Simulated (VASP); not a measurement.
Data:

```xyz
2
Lattice="0.0000 3.4909 3.4909 3.4909 0.0000 3.4909 3.4909 3.4909 0.0000" Properties=species:S:1:pos:R:3 pbc="T T T"
Rb     0.0000     0.0000     0.0000
Br     3.4909     3.4909     3.4909
```

These are AM05 GGA, VASP's PBE PAW potentials (set 64) (plane waves; VASP) values and carry that method's errors. Settings: 520 eV cut-off, 7×7×7 Γ-centred mesh, tetrahedra with Blöchl corrections, potentials Rb_sv Br.

### Question
What does the run give for the energy per atom (σ→0), band gap (on the k-mesh) with the smallest direct gap where there is one?

### Answer

- band gap (on the k-mesh): 4.30 eV
- smallest direct gap (on the k-mesh): 4.30 eV
- energy per atom (σ→0): -3.012 eV/atom

The absolute energy has meaning only against runs of the same code, potentials and settings.

The compound is RbBr in the rock salt structure. It was relaxed first.
